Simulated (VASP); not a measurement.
# Relaxed cell of Tantalum: a test of cutoff and mesh, part 2 of 2

How far does the relaxed cell of Tantalum depend on cutoff and k mesh? The starting structure is a measured crystal structure from the Crystallography Open Database. The first relaxation on each setting starts from this cell expanded by 3 % in volume.

VASP 6.6.1.

Results so far: reference 17.66 Å³ an atom; a cutoff of 220 eV 17.56 Å³ an atom; a 10×10×10 mesh 17.84 Å³ an atom.

## Step 5: Relaxation with a cutoff of 600 eV

Level of this step: PBEsol; plane waves and PAW (Ta_pv) (VASP).

Against step 2 the input has ENCUT = 600. This run starts from the cell of an earlier relaxation, which isn't shown; the restart sets up the plane waves anew.

INCAR reads:

```
SYSTEM = Ta
PREC = Accurate
ENCUT = 600
EDIFF = 1E-06
NELM = 100
ISMEAR = 1
SIGMA = 0.15
LREAL = .FALSE.
ALGO = Normal
GGA = PS
NBANDS = 11
LORBIT = 11
LWAVE = .FALSE.
LCHARG = .FALSE.
KPAR = 4
IBRION = 2
NSW = 50
ISIF = 3
EDIFFG = -0.006
```

POSCAR reads:

```
Ta
1.0
   -1.6406721327      1.6406721327      1.6406721327
    1.6406721327     -1.6406721327      1.6406721327
    1.6406721327      1.6406721327     -1.6406721327
Ta
1
Direct
    0.0000000000      0.0000000000      0.0000000000
```

KPOINTS reads:

```
Automatic mesh
0
Gamma
18 18 18
0 0 0
```

Potentials, in the order of the species: Ta_pv (PBE family, release 64).

The run is started by

```bash
> mpirun -np 4 vasp_std
```

The program printed:

```text
[... set-up lines as in an earlier step ...]
 entering main loop
       N       E                     dE             d eps       ncg     rms          rms(c)
DAV:   1     0.618455225329E+02    0.61846E+02   -0.68057E+03  4298   0.107E+03
DAV:   2    -0.120050742803E+02   -0.73851E+02   -0.72222E+02  4733   0.265E+02
DAV:   3    -0.130451401855E+02   -0.10401E+01   -0.10232E+01  5222   0.296E+01
DAV:   4    -0.130488186337E+02   -0.36784E-02   -0.36774E-02  4786   0.184E+00
[...]
DAV:   9    -0.125520169011E+02   -0.95256E-06   -0.44853E-05  4994   0.714E-02    0.208E-02
DAV:  10    -0.125520142990E+02    0.26021E-05   -0.21958E-06  4788   0.174E-02    0.353E-03
DAV:  11    -0.125520141794E+02    0.11959E-06   -0.13709E-07  2772   0.430E-03
   1 F= -.12552014E+02 E0= -.12552216E+02  d E =-.125520E+02
[...]
reached required accuracy - stopping structural energy minimisation
```

Wall time 6.2 s (4 MPI ranks of Intel Xeon Platinum 8259CL at 2.50GHz (Skylake/Cascade Lake), shared host); peak memory 0.65 GiB; 22 s of CPU time.

From OUTCAR (step 5):

```text
  Total       -0.0009447     -0.0009447     -0.0009447     -0.0000000      0.0000000     -0.0000000
  in kB       -0.0856798     -0.0856798     -0.0856798     -0.0000000      0.0000000     -0.0000000
  external PRESSURE =      -0.0856798 kB  Pullay stress =       0.0000000 kB

 POSITION                                       TOTAL-FORCE (eV/Angst)
 -----------------------------------------------------------------------------------
      0.00000      0.00000      0.00000         0.000000     -0.000000      0.000000
 -----------------------------------------------------------------------------------
    total drift:                                0.000000      0.000000      0.000000

  FREE ENERGIE OF THE ION-ELECTRON SYSTEM (eV)
  ---------------------------------------------------
  free  energy   TOTEN  =       -12.5520141794 eV

  energy  without entropy=      -12.5526199706  energy(sigma->0) =      -12.55221611

[... 2 parts as in an earlier step ...]

[... 2 further parts left out ...]
[key lines of the parts left out:]
E-fermi :   5.4848
```

With a cutoff of 600 eV the cell ends at 17.665 Å³ an atom, +0.02 % from the reference; the bulk modulus is 208.5 GPa against 208.6 GPa.

## Step 6: Relaxation with a 26×26×26 mesh

Against step 2 the input has a 26×26×26 mesh. This run starts from the cell of an earlier relaxation, which isn't shown; the restart sets up the plane waves anew.

Changes to INCAR since step 5:

```diff
@@ -2,3 +2,3 @@
 PREC = Accurate
-ENCUT = 600
+ENCUT = 450
 EDIFF = 1E-06
```

POSCAR reads:

```
Ta
1.0
   -1.6414957295      1.6414957295      1.6414957295
    1.6414957295     -1.6414957295      1.6414957295
    1.6414957295      1.6414957295     -1.6414957295
Ta
1
Direct
    0.0000000000      0.0000000000      0.0000000000
```

KPOINTS reads:

```
Automatic mesh
0
Gamma
26 26 26
0 0 0
```

The run is started by

```bash
> mpirun -np 4 vasp_std
```

The program printed:

```text
[... set-up lines as in an earlier step ...]
 entering main loop
       N       E                     dE             d eps       ncg     rms          rms(c)
DAV:   1     0.514790799254E+02    0.51479E+02   -0.58107E+03 11296   0.859E+02
DAV:   2    -0.121851576165E+02   -0.63664E+02   -0.62227E+02 12513   0.234E+02
DAV:   3    -0.130484841124E+02   -0.86333E+00   -0.85215E+00 13612   0.264E+01
DAV:   4    -0.130512769372E+02   -0.27928E-02   -0.27920E-02 12456   0.160E+00
[...]
DAV:   9    -0.125505309142E+02    0.31166E-05   -0.57520E-05 12978   0.806E-02    0.213E-02
DAV:  10    -0.125505285249E+02    0.23894E-05   -0.22227E-06 12581   0.169E-02    0.329E-03
DAV:  11    -0.125505285327E+02   -0.77798E-08   -0.12573E-07  7220   0.417E-03
   1 F= -.12550529E+02 E0= -.12550624E+02  d E =-.125505E+02
[...]
reached required accuracy - stopping structural energy minimisation
```

Elapsed: 12 s, on 4 MPI ranks; peak memory 0.74 GiB; 45 s of CPU time.

Parts of OUTCAR (step 6):

```text
  Total       -0.0054900     -0.0054900     -0.0054900     -0.0000000      0.0000000     -0.0000000
  in kB       -0.4971721     -0.4971721     -0.4971721     -0.0000000      0.0000000     -0.0000000
  external PRESSURE =      -0.4971721 kB  Pullay stress =       0.0000000 kB

 POSITION                                       TOTAL-FORCE (eV/Angst)
 -----------------------------------------------------------------------------------
      0.00000      0.00000      0.00000        -0.000000      0.000000      0.000000
 -----------------------------------------------------------------------------------
    total drift:                                0.000000     -0.000000     -0.000000

  FREE ENERGIE OF THE ION-ELECTRON SYSTEM (eV)
  ---------------------------------------------------
  free  energy   TOTEN  =       -12.5505285327 eV

  energy  without entropy=      -12.5508148528  energy(sigma->0) =      -12.55062397

[... 1 part as in an earlier step ...]

[... 3 further parts left out ...]
[key lines of the parts left out:]
E-fermi :   5.4486
```

With a 26×26×26 mesh the cell ends at 17.692 Å³ an atom, +0.17 % from the reference; the bulk modulus is 209.6 GPa against 208.6 GPa.

## Step 7: The runs compared

| run | volume (Å³/atom) | change (%) | bulk modulus (GPa) | pressure left (GPa) | core minutes |
| --- | --- | --- | --- | --- | --- |
| reference | 17.662 | - | 208.6 | -0.01 | 1.65 |
| a cutoff of 220 eV | 17.557 | -0.6 | 210.8 | 0.01 | 0.693 |
| a 10×10×10 mesh | 17.84 | 1.0 | 214.3 | -0.04 | 0.493 |
| a cutoff of 600 eV | 17.665 | 0.02 | 208.5 | -0.01 | 2.01 |
| a 26×26×26 mesh | 17.692 | 0.17 | 209.6 | -0.05 | 2.92 |

Core minutes are wall time times ranks, summed over the relaxations behind a row (those for a bulk modulus apart), on shared hosts.

## Step 8: Summary of results

| Quantity | Value |
| --- | --- |
| volume of the reference | 17.66 Å³/atom |
| volume against the reference, a cutoff of 220 eV | -0.60 % |
| volume against the reference, a 10×10×10 mesh | +1.00 % |
| volume against the reference, a cutoff of 600 eV | +0.02 % |
| volume against the reference, a 26×26×26 mesh | +0.17 % |

What this shows: The volume moves most with a 10×10×10 mesh: +1.00 % against the reference (450 eV, 18×18×18 mesh). On finer settings it changes by +0.02 % with a cutoff of 600 eV and +0.17 % with a 26×26×26 mesh. The relaxations stop with up to 0.05 GPa left, which at the bulk modulus found here is 0.02 % of the volume. A cell that shrinks at the lower cutoff is the usual mark of Pulay stress, the error that a plane-wave basis makes when it is kept while the volume changes. The bulk modulus is more sensitive: it changes by +2.7 % with a 10×10×10 mesh. Further runs on this material are not shown.

[Lines on the potential files, build, host, timing and source positions are cut from VASP's logs without a mark.]

[Logs are printed without paths, hosts, clocks, repeated set-up lines and the standing remarks that a program may print on its own settings, such as how far it seeks lower states.]

[Hosts, paths, dates, database ids (printed as entryN), source tags and the programs' standing remarks are cut or masked in the printed files.]
